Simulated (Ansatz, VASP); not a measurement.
**MoS2: VASP beside Ansatz**

Aim: how closely do two programs agree when they are given the same cell, functional and k mesh? The cell is taken from a series of runs on this material, whose earlier steps may have relaxed, scaled, displaced or heated it; both programs get it as it stands.

Main program and level: Ansatz 0.2.0; plane waves, with VASP 6.6.1 beside it; zone-centre phonons at PBEsol with D3(BJ).

## Step 1: Starting point

Symmetry: P6_3/mmc, No. 194, hexagonal system. Conventional cell: a = 3.050 Å, b = 3.050 Å, c = 11.192 Å, α = 90.00°, β = 90.00°, γ = 120.00°. Nearest to S lie 3 Mo at 2.36 Å. Nearest to Mo lie 6 S at 2.36 Å. Farther neighbours and most contacts between anions are not listed.

## Step 2: VASP: zone-centre phonons, PBEsol with D3(BJ)

Second derivatives magnify differences that forces hide, and they need a tight electronic threshold.

Lines of VASP's logs that name or quote its potential files are left out, and so is its time.

Contents of INCAR:

```
SYSTEM = MoS2
PREC = Accurate
ENCUT = 500
EDIFF = 1E-08
NELM = 120
ISMEAR = 0
SIGMA = 0.02
LREAL = .FALSE.
ALGO = Normal
GGA = PS
IVDW = 12
NBANDS = 32
LASPH = .TRUE.
LORBIT = 11
LWAVE = .FALSE.
LCHARG = .FALSE.
ISIF = 2
IBRION = 6
NFREE = 2
POTIM = 0.015
NSW = 1
GGA_COMPAT = .FALSE.
EFERMI = MIDGAP
KPAR = 2
```

Contents of POSCAR:

```
MoS2
1.0
    3.0502876041      0.0000000000      0.0000000000
   -1.5251438020      2.6416265540      0.0000000000
    0.0000000000      0.0000000000     11.1918040608
S Mo
4 2
Direct
    0.3333333333      0.6666666667      0.6097634586
    0.6666666667      0.3333333333      0.1097634586
    0.3333333333      0.6666666667      0.8902365414
    0.6666666667      0.3333333333      0.3902365414
    0.3333333333      0.6666666667      0.2500000000
    0.6666666667      0.3333333333      0.7500000000
```

Contents of KPOINTS:

```
Automatic mesh
0
Gamma
15 15 4
0 0 0
```

PAW data sets: S and Mo_sv (PBE family, release 64).

Started as:

```console
mpirun -np 2 vasp_std
```

Numbers of over 12 decimals in the logs are rounded to 6 here.

The program printed:

```text
[banner, memory and clock lines left out]
running    2 mpi-ranks, on    1 nodes
 distrk:  each k-point on    1 cores,    2 groups
 distr:  one band on    1 cores,    1 groups

 POSCAR found type information on POSCAR S Mo
 POSCAR found :  2 types and       6 ions
|                                                                             |
|               ----> ADVICE to this user running VASP <----                  |
|                                                                             |
|     You enforced a specific xc type in the INCAR file but a different       |
|     [... a line on the potential file left out ...]
|     I HOPE YOU KNOW WHAT YOU ARE DOING!                                     |
|                                                                             |

 LDA part: xc-table for (Slater+PW92), standard interpolation
 POSCAR, INCAR and KPOINTS ok, starting setup
 FFT: planning ... GRIDC
 FFT: planning ... GRID_SOFT
 FFT: planning ... GRID
 WAVECAR not read
 entering main loop
       N       E                     dE             d eps       ncg     rms          rms(c)
DAV:   1     0.448276381333E+03    0.44828E+03   -0.29495E+04  5640   0.153E+03
DAV:   2    -0.251488442237E+02   -0.47343E+03   -0.46169E+03  6304   0.402E+02
DAV:   3    -0.485276072076E+02   -0.23379E+02   -0.23147E+02  6680   0.791E+01
DAV:   4    -0.489568617676E+02   -0.42925E+00   -0.42811E+00  6192   0.108E+01
DAV:   5    -0.489673312588E+02   -0.10469E-01   -0.10464E-01  6600   0.152E+00    0.415E+01
DAV:   6    -0.469658334466E+02    0.20015E+01   -0.13887E+01  5784   0.218E+01    0.145E+01
DAV:   7    -0.467562216088E+02    0.20961E+00   -0.68530E+00  5640   0.137E+01    0.913E+00
DAV:   8    -0.463971308587E+02    0.35909E+00   -0.15032E+00  6136   0.704E+00    0.366E+00
DAV:   9    -0.464096072021E+02   -0.12476E-01   -0.14084E-01  6768   0.180E+00    0.158E+00
DAV:  10    -0.463996799746E+02    0.99272E-02   -0.61297E-02  6120   0.146E+00    0.340E-01
DAV:  11    -0.463996449791E+02    0.34996E-04   -0.30185E-03  6408   0.308E-01    0.242E-01
DAV:  12    -0.463995967033E+02    0.48276E-04   -0.24688E-04  6112   0.810E-02    0.145E-01
DAV:  13    -0.463995750508E+02    0.21652E-04   -0.17595E-04  6584   0.689E-02    0.399E-02
DAV:  14    -0.463995759470E+02   -0.89613E-06   -0.19791E-05  6096   0.250E-02    0.411E-02
DAV:  15    -0.463995746338E+02    0.13131E-05   -0.30347E-06  6288   0.112E-02    0.144E-02
DAV:  16    -0.463995742487E+02    0.38515E-06   -0.11519E-06  6400   0.568E-03    0.562E-03
DAV:  17    -0.463995742669E+02   -0.18207E-07   -0.82849E-08  5656   0.139E-03    0.137E-03
DAV:  18    -0.463995742604E+02    0.64656E-08   -0.72702E-08  5440   0.139E-03
   1 F= -.49037292E+02 E0= -.49037292E+02  d E =-.304551E-17
[... from here on, the cycles between the ionic steps are left out ...]
   2 F= -.49036042E+02 E0= -.49036042E+02  d E =-.295233E-17
   3 F= -.49036042E+02 E0= -.49036042E+02  d E =-.295373E-17
   4 F= -.49035206E+02 E0= -.49035206E+02  d E =-.802940E-18
   5 F= -.49034892E+02 E0= -.49034892E+02  d E =-.158442E-16
   6 F= -.49034715E+02 E0= -.49034715E+02  d E =-.276476E-17
   7 F= -.49034715E+02 E0= -.49034715E+02  d E =-.276505E-17
   8 F= -.49033459E+02 E0= -.49033459E+02  d E =-.890349E-17
 Finite differences progress:
  Degree of freedom:   4/  4
  Displacement:        1/  2
  Total:               7/  8
 bond charge predicted
       N       E                     dE             d eps       ncg     rms          rms(c)
DAV:   1    -0.463824859380E+02    0.13253E-01   -0.56610E+00  6400   0.166E+01    0.637E-01
DAV:   2    -0.463962242487E+02   -0.13738E-01   -0.14951E-01  7768   0.250E+00    0.174E-01
DAV:   3    -0.463957485526E+02    0.47570E-03   -0.24654E-03  8008   0.311E-01    0.941E-02
DAV:   4    -0.463957422228E+02    0.63298E-05   -0.83634E-04  7888   0.151E-01    0.579E-02
DAV:   5    -0.463957388534E+02    0.33695E-05   -0.60630E-05  7920   0.479E-02    0.385E-02
DAV:   6    -0.463957395193E+02   -0.66591E-06   -0.10003E-05  7840   0.224E-02    0.188E-02
DAV:   7    -0.463957388751E+02    0.64421E-06   -0.27418E-06  8112   0.102E-02    0.759E-03
DAV:   8    -0.463957386987E+02    0.17639E-06   -0.14306E-06  7840   0.687E-03    0.177E-03
DAV:   9    -0.463957387118E+02   -0.13140E-07   -0.10135E-07  7712   0.188E-03    0.985E-04
DAV:  10    -0.463957387159E+02   -0.40982E-08   -0.59992E-09  4360   0.439E-04
   9 F= -.49033459E+02 E0= -.49033459E+02  d E =-.890020E-17
 Finite differences progress:
  Degree of freedom:   4/  4
  Displacement:        2/  2
  Total:               8/  8
```

From OUTCAR (step 2):

```text
ion  position               nearest neighbor table
   1  0.333  0.667  0.610-   6 2.36   6 2.36   6 2.36
   2  0.667  0.333  0.110-   5 2.36   5 2.36   5 2.36
   3  0.333  0.667  0.890-   6 2.36   6 2.36   6 2.36
   4  0.667  0.333  0.390-   5 2.36   5 2.36   5 2.36
   5  0.333  0.667  0.250-   2 2.36   4 2.36   2 2.36   4 2.36   2 2.36   4 2.36
   6  0.667  0.333  0.750-   1 2.36   3 2.36   1 2.36   3 2.36   1 2.36   3 2.36

  LATTYP: Found a hexagonal cell.
 ALAT       =     3.0502876041
 C/A-ratio  =     3.6690979715

 Subroutine GETGRP returns: Found 24 space group operations
 (whereof 12 operations were pure point group operations)

The static configuration has the point symmetry D_3d.
 The point group associated with its full space group is D_6h.

 Found     81 irreducible k-points:

   k-points           NKPTS =     81   k-points in BZ     NKDIM =     81   number of bands    NBANDS=     32

   dimension x,y,z NGX =    24 NGY =   24 NGZ =   84
   dimension x,y,z NGXF=    48 NGYF=   48 NGZF=  168

   ENCUT  =  500.0 eV  36.75 Ry    6.06 a.u.   5.56  5.56 20.41*2*pi/ulx,y,z

   NELECT =      52.0000    total number of electrons

 k-points in reciprocal lattice and weights: Automatic mesh
   0.00000000  0.00000000  0.00000000       0.001
   0.06666667  0.00000000  0.00000000       0.007
   0.13333333 -0.00000000  0.00000000       0.007
   0.20000000 -0.00000000  0.00000000       0.007
   0.26666667 -0.00000000  0.00000000       0.007
   0.33333333  0.00000000  0.00000000       0.007
   0.40000000  0.00000000  0.00000000       0.007
   0.46666667  0.00000000  0.00000000       0.007
   0.06666667  0.06666667  0.00000000       0.007
[...]
-----------------------------------------------------------------------------------
    total drift:                               -0.000000     -0.000000      0.000209

  FREE ENERGIE OF THE ION-ELECTRON SYSTEM (eV)
  ---------------------------------------------------
  free  energy   TOTEN  =       -49.0334587701 eV

  energy  without entropy=      -49.0334587701  energy(sigma->0) =      -49.03345877

 Eigenvectors and eigenvalues of the dynamical matrix
 ----------------------------------------------------

   1 f  =   14.887226 THz    93.539199 2PiTHz  496.584406 cm-1    61.568592 meV
             X         Y         Z           dx          dy          dz
     -0.000000  1.761084  6.824353    -0.000000   -0.000000    0.398873
      1.525144  0.880542  1.228451    -0.000000   -0.000000   -0.398873
     -0.000000  1.761084  9.963353    -0.000000   -0.000000    0.398873
      1.525144  0.880542  4.367451    -0.000000   -0.000000   -0.398873
     -0.000000  1.761084  2.797951     0.000000    0.000000    0.426381
      1.525144  0.880542  8.393853     0.000000    0.000000   -0.426381

   2 f  =   14.544194 THz    91.383868 2PiTHz  485.142100 cm-1    60.149927 meV
             X         Y         Z           dx          dy          dz
     -0.000000  1.761084  6.824353    -0.000000    0.000000   -0.387061
      1.525144  0.880542  1.228451    -0.000000    0.000000   -0.387061
     -0.000000  1.761084  9.963353    -0.000000    0.000000   -0.387061
      1.525144  0.880542  4.367451    -0.000000    0.000000   -0.387061
     -0.000000  1.761084  2.797951     0.000000   -0.000000    0.447624
      1.525144  0.880542  8.393853     0.000000   -0.000000    0.447624

   3 f  =   13.288840 THz    83.496246 2PiTHz  443.267997 cm-1    54.958203 meV
             X         Y         Z           dx          dy          dz
     -0.000000  1.761084  6.824353     0.000000   -0.000000   -0.500000
      1.525144  0.880542  1.228451    -0.000000   -0.000000   -0.500000
     -0.000000  1.761084  9.963353     0.000000   -0.000000    0.500000
      1.525144  0.880542  4.367451    -0.000000   -0.000000    0.500000
     -0.000000  1.761084  2.797951     0.000000    0.000000    0.000000
      1.525144  0.880542  8.393853    -0.000000    0.000000    0.000000

   4 f  =   12.600101 THz    79.168768 2PiTHz  420.294120 cm-1    52.109806 meV
             X         Y         Z           dx          dy          dz
     -0.000000  1.761084  6.824353    -0.000000   -0.000000   -0.500000
      1.525144  0.880542  1.228451     0.000000    0.000000    0.500000
     -0.000000  1.761084  9.963353    -0.000000   -0.000000    0.500000
      1.525144  0.880542  4.367451     0.000000    0.000000   -0.500000
     -0.000000  1.761084  2.797951    -0.000000   -0.000000   -0.000000
      1.525144  0.880542  8.393853     0.000000    0.000000    0.000000

   5 f  =   12.040903 THz    75.655224 2PiTHz  401.641286 cm-1    49.797150 meV
             X         Y         Z           dx          dy          dz
     -0.000000  1.761084  6.824353    -0.271996   -0.275445    0.000000
      1.525144  0.880542  1.228451    -0.271996   -0.275445    0.000000
     -0.000000  1.761084  9.963353    -0.271996   -0.275445   -0.000000
      1.525144  0.880542  4.367451    -0.271996   -0.275445   -0.000000
     -0.000000  1.761084  2.797951     0.314461    0.318449   -0.000000
      1.525144  0.880542  8.393853     0.314461    0.318449    0.000000

   6 f  =   12.040903 THz    75.655224 2PiTHz  401.641286 cm-1    49.797150 meV
             X         Y         Z           dx          dy          dz
     -0.000000  1.761084  6.824353     0.275445   -0.271996   -0.000000
      1.525144  0.880542  1.228451     0.275445   -0.271996    0.000000
     -0.000000  1.761084  9.963353     0.275445   -0.271996    0.000000
      1.525144  0.880542  4.367451     0.275445   -0.271996   -0.000000
     -0.000000  1.761084  2.797951    -0.318449    0.314461    0.000000
      1.525144  0.880542  8.393853    -0.318449    0.314461    0.000000

   7 f  =   11.976417 THz    75.250046 2PiTHz  399.490264 cm-1    49.530458 meV
             X         Y         Z           dx          dy          dz
     -0.000000  1.761084  6.824353     0.273876    0.277344   -0.000000
      1.525144  0.880542  1.228451    -0.273876   -0.277344    0.000000
     -0.000000  1.761084  9.963353     0.273876    0.277344    0.000000
      1.525144  0.880542  4.367451    -0.273876   -0.277344   -0.000000
     -0.000000  1.761084  2.797951     0.311189    0.315129    0.000000
      1.525144  0.880542  8.393853    -0.311189   -0.315129   -0.000000

   8 f  =   11.976417 THz    75.250046 2PiTHz  399.490264 cm-1    49.530458 meV
             X         Y         Z           dx          dy          dz
     -0.000000  1.761084  6.824353     0.277344   -0.273876    0.000000
      1.525144  0.880542  1.228451    -0.277344    0.273876   -0.000000
     -0.000000  1.761084  9.963353     0.277344   -0.273876   -0.000000
      1.525144  0.880542  4.367451    -0.277344    0.273876    0.000000
     -0.000000  1.761084  2.797951     0.315129   -0.311189    0.000000
      1.525144  0.880542  8.393853    -0.315129    0.311189    0.000000

   9 f  =    9.192578 THz    57.758674 2PiTHz  306.631411 cm-1    38.017433 meV
             X         Y         Z           dx          dy          dz
     -0.000000  1.761084  6.824353    -0.351315   -0.355778   -0.000000
      1.525144  0.880542  1.228451    -0.351315   -0.355778    0.000000
     -0.000000  1.761084  9.963353     0.351315    0.355778   -0.000000
      1.525144  0.880542  4.367451     0.351315    0.355778   -0.000000
     -0.000000  1.761084  2.797951     0.000000    0.000000   -0.000000
      1.525144  0.880542  8.393853     0.000000    0.000000   -0.000000

  10 f  =    9.192578 THz    57.758674 2PiTHz  306.631411 cm-1    38.017433 meV
             X         Y         Z           dx          dy          dz
     -0.000000  1.761084  6.824353    -0.355778    0.351315    0.000000
      1.525144  0.880542  1.228451    -0.355778    0.351315   -0.000000
     -0.000000  1.761084  9.963353     0.355778   -0.351315   -0.000000
      1.525144  0.880542  4.367451     0.355778   -0.351315    0.000000
     -0.000000  1.761084  2.797951     0.000000    0.000000    0.000000
      1.525144  0.880542  8.393853    -0.000000   -0.000000   -0.000000

  11 f  =    8.879755 THz    55.793146 2PiTHz  296.196744 cm-1    36.723699 meV
             X         Y         Z           dx          dy          dz
     -0.000000  1.761084  6.824353     0.351318    0.355775   -0.000000
      1.525144  0.880542  1.228451    -0.351318   -0.355775    0.000000
     -0.000000  1.761084  9.963353    -0.351318   -0.355775    0.000000
      1.525144  0.880542  4.367451     0.351318    0.355775   -0.000000
     -0.000000  1.761084  2.797951     0.000000   -0.000000   -0.000000
      1.525144  0.880542  8.393853     0.000000    0.000000    0.000000

  12 f  =    8.879755 THz    55.793146 2PiTHz  296.196744 cm-1    36.723699 meV
             X         Y         Z           dx          dy          dz
     -0.000000  1.761084  6.824353     0.355775   -0.351318    0.000000
      1.525144  0.880542  1.228451    -0.355775    0.351318    0.000000
     -0.000000  1.761084  9.963353    -0.355775    0.351318    0.000000
      1.525144  0.880542  4.367451     0.355775   -0.351318   -0.000000
     -0.000000  1.761084  2.797951     0.000000   -0.000000   -0.000000
      1.525144  0.880542  8.393853    -0.000000   -0.000000    0.000000

  13 f  =    3.590743 THz    22.561303 2PiTHz  119.774289 cm-1    14.850113 meV
             X         Y         Z           dx          dy          dz
     -0.000000  1.761084  6.824353    -0.000000   -0.000000   -0.301497
      1.525144  0.880542  1.228451     0.000000    0.000000    0.301497
     -0.000000  1.761084  9.963353    -0.000000   -0.000000   -0.301497
      1.525144  0.880542  4.367451     0.000000    0.000000    0.301497
     -0.000000  1.761084  2.797951     0.000000    0.000000    0.564091
      1.525144  0.880542  8.393853    -0.000000   -0.000000   -0.564091
    [... 42 further lines ...]
      1.525144  0.880542  4.367451    -0.000000    0.000000   -0.316518
     -0.000000  1.761084  2.797951    -0.000000    0.000000   -0.547387
      1.525144  0.880542  8.393853    -0.000000    0.000000   -0.547387

 ELASTIC MODULI CONTR FROM IONIC RELAXATION (kBar)
 Direction    XX          YY          ZZ          XY          YZ          ZX
 --------------------------------------------------------------------------------
 XX        -531.0251   -285.0021   -958.9008     -0.0000      0.0000      0.0000
 YY        -285.0021   -531.0251   -958.9008     -0.0000      0.0000     -0.0000
 ZZ        -958.9008   -958.9008  -2253.5789     -0.0000      0.0000      0.0000
 XY          -0.0000     -0.0000     -0.0000   -123.0115     -0.0000     -0.0000
 YZ           0.0000      0.0000      0.0000     -0.0000  -1389.9788     -0.0000
 ZX           0.0000     -0.0000      0.0000      0.0000     -0.0000  -1389.9783
 --------------------------------------------------------------------------------

 total charge
# of ion       s       p       d       tot
------------------------------------------
    1        1.364   2.344   0.000   3.708
    2        1.364   2.344   0.000   3.708
    3        1.364   2.344   0.000   3.708
    4        1.364   2.344   0.000   3.708
    5        2.315   6.256   4.098  12.669
    6        2.315   6.256   4.098  12.669
--------------------------------------------------
tot         10.087  21.887   8.196  40.171
```

CONTCAR:

```
MoS2
   1.00000000000000
     3.0502876041000002    0.0000000000000000    0.0000000000000000
    -1.5251438020000001    2.6416265540000001    0.0000000000000000
     0.0000000000000000    0.0000000000000000   11.1918040607999991
  S               Mo
     4     2
Direct
     0.3333333332999970    0.6666666667000030    0.6097634585999998
     0.6666666667000030    0.3333333332999970    0.1097634585999998
     0.3333333332999970    0.6666666667000030    0.8902365414000002
     0.6666666667000030    0.3333333332999970    0.3902365414000002
     0.3333333332999970    0.6666666667000031    0.2486597335051157
     0.6666666667000030    0.3333333332999970    0.7500000000000000
```

This run has no spin polarisation, so a moment on Mo, if there is one, isn't seen.

Levels, forces or a CONTCAR printed for this step are those of its last displaced cell, not of the structure at rest.

(Continued in part 2 of 2.)

[Lines on the potential files, build, host, timing and source positions are cut from VASP's logs without a mark.]

[Logs are printed without paths, hosts, clocks, repeated set-up lines and the standing remarks that a program may print on its own settings, such as how far it seeks lower states.]

[Hosts, paths, dates, database ids (printed as entryN), source tags and the programs' standing remarks are cut or masked in the printed files.]
